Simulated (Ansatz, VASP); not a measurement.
# HfO2: VASP beside Ansatz, part 2 of 2

Aim: how closely do two programs agree when they are given the same cell, functional and k mesh? Of the first pair: The two relaxations start from unlike cells of this crystal (the structure described is Ansatz's start), so only their ends are compared.

VASP 6.6.1 and Ansatz 0.2.0.

So far: The structure; Ansatz: relaxation of cell and atoms, LDA, pair 1.

### Step 3. VASP: relaxation of cell and atoms, LDA, pair 1

Level of this step: LDA; plane waves and PAW (Hf_pv, O) (VASP).

Its own start cell and the same functional (in two slightly different forms) and mesh now go to VASP, with its own data sets.

Lines of VASP's logs that name or quote its potential files are left out, and so is its time.

Input file INCAR:

```
SYSTEM = HfO2
PREC = Accurate
ENCUT = 600
EDIFF = 1E-07
NELM = 120
ISMEAR = 0
SIGMA = 0.01
LREAL = .FALSE.
ALGO = Normal
GGA = PW92
NBANDS = 28
LASPH = .TRUE.
LORBIT = 11
LWAVE = .FALSE.
LCHARG = .FALSE.
ISIF = 3
IBRION = 2
NSW = 80
EDIFFG = -0.005
GGA_COMPAT = .FALSE.
NELMIN = 4
EFERMI = MIDGAP
KPAR = 2
```

Input file POSCAR:

```
HfO2
1.0
    3.5223687913      0.0000000000      0.0000000000
    0.0000000000      3.5223687913      0.0000000000
    0.0000000000      0.0000000000      5.0688066112
Hf O
2 4
Direct
    0.0000000000      0.9999998587      0.0000000000
    0.5000000000      0.4999998587      0.5000000000
    0.0000000000      0.4999998587      0.7061185921
    0.5000000000      0.9999998587      0.2938814079
    0.0000000000      0.4999998587      0.2061185921
    0.5000000000      0.9999998587      0.7938814079
```

Input file KPOINTS:

```
Automatic mesh
0
Gamma
6 6 6
0 0 0
```

Potentials, in the order of the species: Hf_pv and O (LDA family, release 64).

On the command line:

```
$ mpirun -np 2 vasp_std
```

Numbers of over 12 decimals in the logs are rounded to 6 here.

Output:

```text
[banner, memory and clock lines left out]
running    2 mpi-ranks, on    1 nodes
 distrk:  each k-point on    1 cores,    2 groups
 distr:  one band on    1 cores,    1 groups

 POSCAR found type information on POSCAR HfO
 POSCAR found :  2 types and       6 ions
|                                                                             |
|               ----> ADVICE to this user running VASP <----                  |
|                                                                             |
|     You enforced a specific xc type in the INCAR file but a different       |
|     [... a line on the potential file left out ...]
|     I HOPE YOU KNOW WHAT YOU ARE DOING!                                     |
|                                                                             |

 LDA part: xc-table for (Slater(with rela. corr.)+PW92), standard interpolation
 POSCAR, INCAR and KPOINTS ok, starting setup
 FFT: planning ... GRIDC
 FFT: planning ... GRID_SOFT
 FFT: planning ... GRID
 WAVECAR not read
 entering main loop
       N       E                     dE             d eps       ncg     rms          rms(c)
DAV:   1     0.268317139245E+03    0.26832E+03   -0.27786E+04  2248   0.177E+03
DAV:   2    -0.633570641215E+02   -0.33167E+03   -0.32031E+03  2876   0.407E+02
DAV:   3    -0.770291486817E+02   -0.13672E+02   -0.13628E+02  2660   0.759E+01
DAV:   4    -0.771643668652E+02   -0.13522E+00   -0.13512E+00  2988   0.821E+00
DAV:   5    -0.771653787419E+02   -0.10119E-02   -0.10118E-02  2792   0.670E-01    0.812E+01
DAV:   6    -0.666426603381E+02    0.10523E+02   -0.56691E+01  2496   0.418E+01    0.671E+01
DAV:   7    -0.663628108402E+02    0.27985E+00   -0.24856E+00  2632   0.110E+01    0.365E+01
DAV:   8    -0.663114234640E+02    0.51387E-01   -0.17918E-01  2724   0.327E+00    0.588E+00
DAV:   9    -0.662972275661E+02    0.14196E-01   -0.51159E-02  2520   0.160E+00    0.267E+00
DAV:  10    -0.662961518620E+02    0.10757E-02   -0.55169E-03  2824   0.475E-01    0.896E-02
DAV:  11    -0.662961757941E+02   -0.23932E-04   -0.34504E-04  2748   0.119E-01    0.407E-02
DAV:  12    -0.662961785450E+02   -0.27510E-05   -0.12451E-05  2608   0.216E-02    0.548E-02
DAV:  13    -0.662961782265E+02    0.31851E-06   -0.13753E-06  2760   0.742E-03    0.733E-03
DAV:  14    -0.662961782289E+02   -0.24297E-08   -0.76244E-08  1576   0.177E-03
   1 F= -.66296178E+02 E0= -.66296178E+02  d E =-.662962E+02
 curvature:   0.00 expect dE= 0.000E+00 dE for cont linesearch  0.000E+00
 trial: gam= 0.00000 g(F)=  0.273E-06 g(S)=  0.253E-04 ort = 0.000E+00 (trialstep = 0.100E+01)
 search vector abs. value=  0.256E-04
 bond charge predicted
       N       E                     dE             d eps       ncg     rms          rms(c)
DAV:   1    -0.662962957120E+02   -0.11749E-03   -0.33583E-03  2396   0.431E-01    0.221E-01
DAV:   2    -0.662961903956E+02    0.10532E-03   -0.52268E-04  2488   0.138E-01    0.558E-02
DAV:   3    -0.662961734319E+02    0.16964E-04   -0.22197E-05  2584   0.354E-02    0.312E-02
DAV:   4    -0.662961697375E+02    0.36944E-05   -0.12289E-05  2712   0.232E-02    0.268E-02
DAV:   5    -0.662961698312E+02   -0.93707E-07   -0.55586E-07  2492   0.435E-03
   2 F= -.66296170E+02 E0= -.66296170E+02  d E =0.839777E-05
 trial-energy change:    0.000008  1 .order    0.000007   -0.000026    0.000039
 step:   0.3579(harm=  0.3985)  dis= 0.00002  next Energy=   -66.296183 (dE=-0.449E-05)
 bond charge predicted
       N       E                     dE             d eps       ncg     rms          rms(c)
DAV:   1    -0.662962315983E+02   -0.61861E-04   -0.13725E-03  2340   0.275E-01    0.131E-01
DAV:   2    -0.662961911767E+02    0.40422E-04   -0.20137E-04  2464   0.862E-02    0.332E-02
DAV:   3    -0.662961846740E+02    0.65027E-05   -0.80298E-06  2544   0.215E-02    0.175E-02
DAV:   4    -0.662961831498E+02    0.15242E-05   -0.48429E-06  2664   0.146E-02    0.158E-02
DAV:   5    -0.662961831821E+02   -0.32329E-07   -0.22210E-07  1924   0.280E-03
   3 F= -.66296183E+02 E0= -.66296183E+02  d E =-.495320E-05
 curvature:  -0.20 expect dE=-0.422E-07 dE for cont linesearch -0.248E-07
 trial: gam= 0.00000 g(F)=  0.144E-07 g(S)=  0.199E-06 ort =-0.179E-05 (trialstep = 0.872E+00)
 search vector abs. value=  0.213E-06
 reached required accuracy - stopping structural energy minimisation
```

Parts of OUTCAR (step 3):

```text
ion  position               nearest neighbor table
   1  0.000  1.000  0.000-   5 2.05   6 2.05   5 2.05   6 2.05   3 2.31   3 2.31   4 2.31   4 2.31
                             2 3.55   2 3.55   2 3.55   2 3.55   2 3.55   2 3.55   2 3.55   2 3.55
   2  0.500  0.500  0.500-   3 2.05   4 2.05   4 2.05   3 2.05   5 2.31   6 2.31   6 2.31   5 2.31
                             1 3.55   1 3.55   1 3.55   1 3.55   1 3.55   1 3.55   1 3.55   1 3.55
   3  0.000  0.500  0.706-   2 2.05   2 2.05   1 2.31   1 2.31
   4  0.500  1.000  0.294-   2 2.05   2 2.05   1 2.31   1 2.31
   5  0.000  0.500  0.206-   1 2.05   1 2.05   2 2.31   2 2.31
   6  0.500  1.000  0.794-   1 2.05   1 2.05   2 2.31   2 2.31

  LATTYP: Found a simple tetragonal cell.
 ALAT       =     3.5223687913
 C/A-ratio  =     1.4390334776

 Subroutine GETGRP returns: Found 16 space group operations
 (whereof  8 operations were pure point group operations)

The static configuration has the point symmetry D_2d.
 The point group associated with its full space group is D_4h.

 Found     40 irreducible k-points:

   k-points           NKPTS =     40   k-points in BZ     NKDIM =     40   number of bands    NBANDS=     28

   dimension x,y,z NGX =    28 NGY =   28 NGZ =   40
   dimension x,y,z NGXF=    56 NGYF=   56 NGZF=   80

   ENCUT  =  600.0 eV  44.10 Ry    6.64 a.u.   7.04  7.04 10.12*2*pi/ulx,y,z

   NELECT =      44.0000    total number of electrons

 k-points in reciprocal lattice and weights: Automatic mesh
   0.00000000  0.00000000  0.00000000       0.005
   0.16666667  0.00000000  0.00000000       0.019
   0.33333333  0.00000000  0.00000000       0.019
   0.50000000  0.00000000  0.00000000       0.009
   0.16666667  0.16666667  0.00000000       0.019
   0.33333333  0.16666667  0.00000000       0.037
   0.50000000  0.16666667  0.00000000       0.019
   0.33333333  0.33333333  0.00000000       0.019
   0.50000000  0.33333333  0.00000000       0.019
[...]
0.50000000  0.33333333  0.50000000       0.019
   0.50000000  0.50000000  0.50000000       0.005

 average (electrostatic) potential at core
       1 -37.0452       2 -37.0452       3 -70.5420       4 -70.5420       5 -70.5420
       6 -70.5420

 E-fermi :   5.9696

 k-point     1 :       0.0000    0.0000    0.0000
  band No.  band energies     occupation
    ...
     18       2.4057      2.00000
     19       3.2291      2.00000
     20       3.5699      2.00000
     21       3.5699      2.00000
     22       3.5822      2.00000
     23       8.2272      0.00000
     24       8.2479      0.00000
     25       9.3323      0.00000
     26       9.8908      0.00000
     27      10.3236      0.00000
    ...

 k-point     2 :       0.1667    0.0000    0.0000
  band No.  band energies     occupation
    ...
     18       2.2419      2.00000
     19       3.0140      2.00000
     20       3.0196      2.00000
     21       3.5139      2.00000
     22       3.6311      2.00000
     23       8.5644      0.00000
     24       8.7450      0.00000
     25       9.2450      0.00000
     26       9.8749      0.00000
     27      11.0052      0.00000
    ...

 k-point     3 :       0.3333    0.0000    0.0000
  band No.  band energies     occupation
    ...
     18       1.4465      2.00000
     19       2.0524      2.00000
     20       2.8485      2.00000
     21       3.4333      2.00000
     22       3.6582      2.00000
     23       8.7804      0.00000
     24       8.9468      0.00000
     25       9.4735      0.00000
     26       9.8598      0.00000
     27      11.2893      0.00000
    ...

  Total       -0.0015239     -0.0015239     -0.0044787      0.0000000      0.0000000      0.0000000
  in kB       -0.0388118     -0.0388118     -0.1140685      0.0000000      0.0000000      0.0000000
  external PRESSURE =      -0.0638974 kB  Pullay stress =       0.0000000 kB

  energy-cutoff  :      600.00
  volume of cell :       62.91
      direct lattice vectors                 reciprocal lattice vectors
     3.522733945  0.000000000 -0.000000000     0.283870430  0.000000000  0.000000000
     0.000000000  3.522733945  0.000000000     0.000000000  0.283870430  0.000000000
    -0.000000000  0.000000000  5.069148080     0.000000000  0.000000000  0.197271807

 POSITION                                       TOTAL-FORCE (eV/Angst)
 -----------------------------------------------------------------------------------
      0.00000      3.52273      0.00000         0.000000      0.000000     -0.000000
      1.76137      1.76137      2.53457         0.000000      0.000000     -0.000000
      3.52273      1.76137      3.57944         0.000000      0.000000     -0.000273
      1.76137      3.52273      1.48971        -0.000000     -0.000000      0.000273
      3.52273      1.76137      1.04487         0.000000      0.000000     -0.000273
      1.76137      3.52273      4.02428        -0.000000     -0.000000      0.000273
 -----------------------------------------------------------------------------------
    total drift:                                0.000000      0.000878      0.000000

  FREE ENERGIE OF THE ION-ELECTRON SYSTEM (eV)
  ---------------------------------------------------
  free  energy   TOTEN  =       -66.2961831821 eV

  energy  without entropy=      -66.2961831821  energy(sigma->0) =      -66.29618318

 reached required accuracy - stopping structural energy minimisation

 total charge
# of ion       s       p       d       tot
------------------------------------------
    1        0.324   6.657   1.546   8.528
    2        0.324   6.657   1.546   8.528
    3        1.550   3.560   0.000   5.110
    4        1.550   3.560   0.000   5.110
    5        1.550   3.560   0.000   5.110
    6        1.550   3.560   0.000   5.110
--------------------------------------------------
tot          6.849  27.556   3.093  37.497

[... 3 further parts left out ...]
```

Harder data sets than Hf_pv exist (the GW ones), and pressures, volumes and forces can shift noticeably with them. The run keeps the 16 symmetry operations of its start, so it cannot find a distortion of lower symmetry.

### Step 4. Comparison

Known differences besides the potentials themselves: fixed occupations in Ansatz, narrow Gaussian smearing in VASP; the data sets hold 76 valence electrons in Ansatz (on its PAW soft_1 files) and 44 in VASP; the cutoff is 420 eV in Ansatz and 600 eV in VASP; VASP's log shows a relativistic correction to its local exchange, Ansatz's none; Ansatz adds a Pulay correction to the stress that steers its cell, VASP none. Total energies have different zeros and are not compared.

Both answers:

| quantity | Ansatz | VASP | difference |
| --- | --- | --- | --- |
| volume (Å³) | 63.86 | 62.91 | +1.51 % |
| edge a after relaxation, in the typed setting (Å) | 3.537 | 3.523 | +0.42 % |
| edge c after relaxation, in the typed setting (Å) | 5.103 | 5.069 | +0.68 % |

### Step 5. Further runs

Further runs change the set-up of one program: Ansatz's method, potentials or start, or VASP's data sets, cutoff or form of LDA. The table gives Ansatz less VASP for each quantity, since a change that brings one quantity closer may part another.

| run | volume (%) | edge a after relaxation, in the typed setting (%) | edge c after relaxation, in the typed setting (%) |
| --- | --- | --- | --- |
| as above | 1.5 | 0.42 | 0.68 |
| VASP with the data sets Hf_sv and O | 1.2 | 0.26 | 0.67 |

### Step 6. VASP: relaxation of cell and atoms, LDA, pair 2

The relaxed volume is the usual yardstick between codes: in a stiff, nearly cubic crystal its relative difference is about their pressure difference at one cell divided by the bulk modulus. Its start cell is another than that of the pair before, and may be another structure of the material.

INCAR is that of step 3.

Input file POSCAR:

```
HfO2
1.0
    0.0000000000     -2.5008660000     -2.5008660000
    0.0000000000      2.5008660000     -2.5008660000
    5.0017320000      0.0000000000      0.0000000000
Hf O
2 4
Direct
    0.0000000000      0.0000000000      0.0000000000
    0.5000000000      0.5000000000      0.5000000000
    0.0000000000      0.5000000000      0.7060152363
    0.5000000000      0.0000000000      0.2939847637
    0.0000000000      0.5000000000      0.2060152363
    0.5000000000      0.0000000000      0.7939847637
```

KPOINTS is that of step 3.

On the command line:

```
$ mpirun -np 2 vasp_std
```

Output:

```text
[banner, memory and clock lines left out]
running    2 mpi-ranks, on    1 nodes
[...]
[... a notice as in an earlier step ...]

 LDA part: xc-table for (Slater(with rela. corr.)+PW92), standard interpolation
 POSCAR, INCAR and KPOINTS ok, starting setup
[...]
entering main loop
       N       E                     dE             d eps       ncg     rms          rms(c)
DAV:   1     0.268895141842E+03    0.26890E+03   -0.27635E+04  2240   0.176E+03
DAV:   2    -0.631146254172E+02   -0.33201E+03   -0.32299E+03  2812   0.405E+02
DAV:   3    -0.770203145748E+02   -0.13906E+02   -0.13861E+02  2684   0.761E+01
DAV:   4    -0.771536353186E+02   -0.13332E+00   -0.13322E+00  2940   0.813E+00
[...]
DAV:  12    -0.662776305162E+02   -0.26918E-05   -0.12286E-05  2600   0.215E-02    0.525E-02
DAV:  13    -0.662776301973E+02    0.31888E-06   -0.13842E-06  2776   0.746E-03    0.772E-03
DAV:  14    -0.662776302003E+02   -0.29959E-08   -0.79532E-08  1600   0.183E-03
   1 F= -.66277630E+02 E0= -.66277630E+02  d E =-.662776E+02
[... from here on, the cycles between the ionic steps are left out ...]
   2 F= -.66291074E+02 E0= -.66291074E+02  d E =-.134442E-01
   3 F= -.66294178E+02 E0= -.66294178E+02  d E =-.165473E-01
   4 F= -.66293669E+02 E0= -.66293669E+02  d E =0.508162E-03
   5 F= -.66295089E+02 E0= -.66295089E+02  d E =-.911213E-03
   6 F= -.66295089E+02 E0= -.66295089E+02  d E =-.911303E-03
   7 F= -.66295089E+02 E0= -.66295089E+02  d E =-.911679E-03
   8 F= -.66295097E+02 E0= -.66295097E+02  d E =-.743217E-05
   9 F= -.66295110E+02 E0= -.66295110E+02  d E =-.208100E-04
  10 F= -.66295096E+02 E0= -.66295096E+02  d E =-.704533E-05
  11 F= -.66295112E+02 E0= -.66295112E+02  d E =-.224406E-04
  12 F= -.66295116E+02 E0= -.66295116E+02  d E =-.449602E-05
 trial-energy change:   -0.000004  1 .order   -0.000005   -0.000006   -0.000003
 step:   0.8746(harm=  0.8746)  dis= 0.00050  next Energy=   -66.295119 (dE=-0.692E-05)
 reached required accuracy - stopping structural energy minimisation
```

Parts of OUTCAR (step 6):

```text
  Total        0.0265049     -0.0065116     -0.0065116      0.0000000      0.0000000     -0.0000000
  in kB        0.6750793     -0.1658497     -0.1658497      0.0000000      0.0000000     -0.0000000
  external PRESSURE =       0.1144600 kB  Pullay stress =       0.0000000 kB

 POSITION                                       TOTAL-FORCE (eV/Angst)
 -----------------------------------------------------------------------------------
      0.00000      2.49109     -2.49109        -0.000000     -0.000000      0.000000
      2.53420     -0.00000     -2.49109        -0.000000      0.000000     -0.000000
      3.57907      1.24555     -1.24555        -0.000116      0.000000      0.000000
      1.48933     -1.24555     -1.24555         0.000116     -0.000000     -0.000000
      1.04487      1.24555     -1.24555        -0.000116      0.000000      0.000000
      4.02354     -1.24555     -1.24555         0.000116     -0.000000     -0.000000
 -----------------------------------------------------------------------------------
    total drift:                                0.000000     -0.000000     -0.000000

  FREE ENERGIE OF THE ION-ELECTRON SYSTEM (eV)
  ---------------------------------------------------
  free  energy   TOTEN  =       -66.2951161541 eV

  energy  without entropy=      -66.2951161541  energy(sigma->0) =      -66.29511615

[... 2 parts as in an earlier step ...]

[... 2 further parts left out ...]
[key lines of the parts left out:]
E-fermi :   5.9697
```

### Step 7. Ansatz: relaxation of cell and atoms, LDA, pair 2

The same cell, functional (in two slightly different forms) and mesh now go to Ansatz, which takes its cutoff from its data sets.

The cell is taken from a series of runs on this material, whose earlier steps may have relaxed, scaled, displaced or heated it; both programs get it as it stands.

Input file input.yaml:

```yaml
crystal:
  lattice:
    - [0.0, -2.5008662479, -2.5008662479]
    - [0.0, 2.5008662479, -2.5008662479]
    - [5.0017324957, 0.0, 0.0]
  atoms:
    - { symbol: Hf, position: [0.0, 0.0, 0.0] }
    - { symbol: Hf, position: [0.5, 0.5, 0.5] }
    - { symbol: O, position: [0.0, 0.5, 0.7060152407] }
    - { symbol: O, position: [0.5, 0.0, 0.2939847593] }
    - { symbol: O, position: [0.0, 0.5, 0.2060152407] }
    - { symbol: O, position: [0.5, 0.0, 0.7939847593] }
kpoints:
  mp_grid: { grid: [6, 6, 6] }
hamiltonian:
  xc: lda
  pseudopotentials: { kind: paw, azcp: { folder: soft_1 }, xc_functional: pbe }
scf:
  occupations: { method: fixed }
output:
  forces: true
  stress: true
  eigenvalues: true
relax:
  adjacent_minimum: "off"
  f_tol: 0.002
  max_steps: 120
  cell: { stress_tol: 0.03 }
```

On the command line:

```
$ ansatz run input.yaml --threads 4 --pin off --max-ram 10240MiB --backend cpu --events-out ev --progress --plain --runs-dir out
```

Output:

```text
[...]
Crystal: 6 atoms, lattice volume = 62.565 Å³
Basis set: ecut = 420 eV, 1229 PW (Γ)
Bands: 46, of which v1, the nominal top of the filled ones, is band 38 counted from 1 (37 counted from 0)
Symmetry: 16 space group operations
[...]
k-points: 40 of 216
[...]
cell:  # Å, volume = 63.8594 Å³
    - [0, -2.501314, -2.501314]
    - [0, 2.501314, -2.501314]
    - [5.103383, 0, 0.0]
  atoms:
    - { symbol: Hf, position: [0, 0, 0] }
    - { symbol: Hf, position: [0.5, 0.5, 0.500000] }
    - { symbol: O, position: [0.0, 0.5, 0.703593] }
    - { symbol: O, position: [0.5, 0.0, 0.296407] }
    - { symbol: O, position: [0.0, 0.5, 0.203593] }
    - { symbol: O, position: [0.5, 0.0, 0.796407] }
[key lines of the parts left out:]
SCF converged after 7 iterations
Free energy (F): -33187.371487 eV
Fermi energy:    14.134695 eV
P = ⅓ Tr σ = 0.0082 GPa (0.082 kbar)
```

### Step 8. Differences

What differs besides the data sets and the points named for the pairs above, as far as they apply: the data sets hold 76 valence electrons in Ansatz (on its PAW soft_1 files) and 44 in VASP. Total energies have different zeros and are not compared.

Both answers:

| quantity | Ansatz | VASP | difference |
| --- | --- | --- | --- |
| volume (Å³) | 63.86 | 62.90 | +1.52 % |
| edge a after relaxation, in the typed setting (Å) | 3.537 | 3.523 | +0.41 % |
| edge c after relaxation, in the typed setting (Å) | 5.103 | 5.068 | +0.69 % |

### Step 9. What came out

```yaml
difference_in_volume_relaxation_of_cell_and_atoms_lda_pair_1: 1.5 %
difference_in_volume_relaxation_of_cell_and_atoms_lda_pair_2: 1.5 %
```

In words: The difference in volume is 1.5 % (relaxation of cell and atoms, LDA, pair 2), beyond the 1.2 % picked in this series as the mark of a large difference, as far as the stopping tolerances let one tell. The data sets hold unlike numbers of valence electrons (76 in Ansatz and 44 in VASP), so part of the differences comes from the potentials. Relaxation of cell and atoms, LDA, pair 1, VASP with the data sets Hf_sv and O: the difference in edge a after relaxation, in the typed setting goes from 0.42 to 0.26 %. What causes the difference of the relaxation of cell and atoms, LDA, pair 2 pair stays open here. Such differences can come from data sets, numerical settings and the points named under the comparisons, not from the functional's error against experiment.

[Lines on the potential files, build, host, timing and source positions are cut from VASP's logs without a mark.]

[Logs are printed without paths, hosts, clocks, repeated set-up lines and the standing remarks that a program may print on its own settings, such as how far it seeks lower states.]

[Hosts, paths, dates, database ids (printed as entryN), source tags and the programs' standing remarks are cut or masked in the printed files.]
